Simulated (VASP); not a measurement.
These are optB88-vdW, VASP's PBE PAW potentials (set 64) (plane waves; VASP 6.6.1) values and carry that method's errors.

Input for VASP

### INCAR
```
AGGAC  =  0.0
ALGO  =  Normal
EDIFF  =  1E-7
ENCUT  =  520
GGA  =  BO
ISIF  =  2
ISMEAR  =  -5
LASPH  =  .True.
LCHARG  =  .True.
LORBIT  =  11
LREAL  =  .False.
LUSE_VDW  =  .True.
LWAVE  =  .False.
NEDOS  =  601
NELM  =  100
PARAM1  =  0.1833333333
PARAM2  =  0.22
PREC  =  Accurate
SYSTEM  =  KCl
```

### KPOINTS
```
Automatic mesh
0
G
 8 8 8
0 0 0
```

**POSCAR**
```
KCl
6.2467960
  0.0000000000   0.5000000049   0.5000000049
  0.5000000049   0.0000000000   0.5000000049
  0.5000000049   0.5000000049   0.0000000000
K Cl
1 1
Cartesian
  0.0000000000   0.0000000000   0.0000000000
  0.5000000049   0.5000000049   0.5000000049
```

POTCAR, in this order: K_sv Cl (PBE.64 set). Program: vasp_std.

What VASP printed:

### OUTCAR
```
 ion  position               nearest neighbor table
   1  0.000  0.000  0.000-   2 3.12   2 3.12   2 3.12   2 3.12   2 3.12   2 3.12
   2  0.500  0.500  0.500-   1 3.12   1 3.12   1 3.12   1 3.12   1 3.12   1 3.12
  LATTYP: Found a face centered cubic cell.
 ALAT       =     6.2467960606
 Subroutine PRICEL returns:
 Original cell was already a primitive cell.
 Subroutine GETGRP returns: Found 48 space group operations
The static configuration has the point symmetry O_h .
The dynamic configuration has the point symmetry O_h .
 Subroutine INISYM returns: Found 48 space group operations
 Subroutine IBZKPT returns following result:
 Found     29 irreducible k-points:

 Following reciprocal coordinates:
            Coordinates               Weight
  0.000000  0.000000  0.000000      1.000000
  0.125000  0.000000  0.000000      8.000000
  0.250000  0.000000  0.000000      8.000000
  0.375000  0.000000  0.000000      8.000000
  0.500000  0.000000  0.000000      4.000000
  0.125000  0.125000  0.000000      6.000000
  0.250000  0.125000  0.000000     24.000000
  0.375000  0.125000  0.000000     24.000000
  0.500000  0.125000  0.000000     24.000000
...
```

OSZICAR:
```
       N       E                     dE             d eps       ncg     rms          rms(c)
DAV:   1     0.110081108331E+03    0.11008E+03   -0.73249E+03   696   0.120E+03
DAV:   2     0.285550962329E+01   -0.10723E+03   -0.10045E+03   888   0.277E+02
DAV:   3    -0.321063760324E+01   -0.60661E+01   -0.60352E+01   876   0.619E+01
DAV:   4    -0.343722909038E+01   -0.22659E+00   -0.22635E+00  1240   0.103E+01
DAV:   5    -0.343812347759E+01   -0.89439E-03   -0.89435E-03   908   0.701E-01    0.398E+00
DAV:   6    -0.312472747839E+01    0.31340E+00   -0.59455E-01   848   0.418E+00    0.310E+00
DAV:   7    -0.310125813201E+01    0.23469E-01   -0.12927E-01   892   0.220E+00    0.172E+00
DAV:   8    -0.310660496368E+01   -0.53468E-02   -0.17910E-02   984   0.121E+00    0.192E-01
DAV:   9    -0.310681240894E+01   -0.20745E-03   -0.87170E-04   940   0.194E-01    0.940E-02
DAV:  10    -0.310711688568E+01   -0.30448E-03   -0.25180E-04   836   0.157E-01    0.704E-03
DAV:  11    -0.310711927841E+01   -0.23927E-05   -0.82229E-06  1172   0.217E-02    0.429E-03
DAV:  12    -0.310712015569E+01   -0.87728E-06   -0.14976E-06   852   0.104E-02    0.175E-03
DAV:  13    -0.310712012630E+01    0.29387E-07   -0.75981E-08   708   0.239E-03
   1 F= -.31071201E+01 E0= -.31071201E+01  d E =0.000000E+00
```

**OUTCAR**
```
------------------------ aborting loop because EDIFF is reached ----------------------------------------
  FORCE on cell =-STRESS in cart. coord.  units (eV):
  Direction    XX          YY          ZZ          XY          YZ          ZX
  --------------------------------------------------------------------------------------
  Total        0.0056063      0.0056063      0.0056063     -0.0000000      0.0000000      0.0000000
  in kB        0.1473910      0.1473910      0.1473910     -0.0000000      0.0000000      0.0000000
  external PRESSURE =       0.1473910 kB  Pullay stress =       0.0000000 kB
  volume of cell :       60.94
      direct lattice vectors                 reciprocal lattice vectors
     0.000000000  3.123398030  3.123398030    -0.160082063  0.160082063  0.160082063
     3.123398030  0.000000000  3.123398030     0.160082063 -0.160082063  0.160082063
     3.123398030  3.123398030  0.000000000     0.160082063  0.160082063 -0.160082063
  FREE ENERGIE OF THE ION-ELECTRON SYSTEM (eV)
  ---------------------------------------------------
  free  energy   TOTEN  =        -3.1071201263 eV

  energy  without entropy=       -3.1071201263  energy(sigma->0) =       -3.10712013

 total charge

# of ion       s       p       d       tot
------------------------------------------
    1        1.955   5.544   0.027   7.526
    2        1.601   3.565   0.000   5.167
--------------------------------------------------
tot          3.556   9.110   0.027  12.693
```
(Selected blocks of OUTCAR.)

**OUTCAR**
```
 val. band max:       -1.9392761819   @ k =   0.0000   0.0000   0.0000

 cond. band min:       3.2052556726   @ k =   0.0000   0.0000   0.0000


 Fermi energy:        -1.8898638505

 k-point     1 :       0.0000    0.0000    0.0000
  band No.  band energies     occupation
      1     -29.0417      2.00000
      2     -14.0676      2.00000
      3     -12.5521      2.00000
      4     -12.5521      2.00000
      5     -12.5521      2.00000
      6      -1.9393      2.00000
      7      -1.9393      2.00000
      8      -1.9393      2.00000
      9       3.2053      0.00000
     10       6.3580      0.00000
     11       6.3580      0.00000
     12       6.3580      0.00000

 k-point     2 :       0.1250    0.0000    0.0000
  band No.  band energies     occupation
      1     -29.0399      2.00000
      2     -14.1005      2.00000
      3     -12.5536      2.00000
      4     -12.5536      2.00000
      5     -12.5109      2.00000
      6      -2.1411      2.00000
      7      -1.9932      2.00000
      8      -1.9932      2.00000
      9       3.5912      0.00000
     10       6.2421      0.00000
     11       6.5588      0.00000
     12       6.5588      0.00000

 k-point     3 :       0.2500    0.0000    0.0000
  band No.  band energies     occupation
      1     -29.0357      2.00000
      2     -14.1738      2.00000
      3     -12.5573      2.00000
      4     -12.5573      2.00000
      5     -12.4172      2.00000
      6      -2.5601      2.00000
      7      -2.1184      2.00000
      8      -2.1184      2.00000
      9       4.4910      0.00000
     10       6.1606      0.00000
     11       7.1297      0.00000
     12       7.1297      0.00000

 k-point     4 :       0.3750    0.0000    0.0000
  band No.  band energies     occupation
      1     -29.0314      2.00000
      2     -14.2403      2.00000
      3     -12.5609      2.00000
      4     -12.5609      2.00000
      5     -12.3297      2.00000
      6      -2.9161      2.00000
...
```

The compound is KCl in the rock salt structure. It was relaxed first.
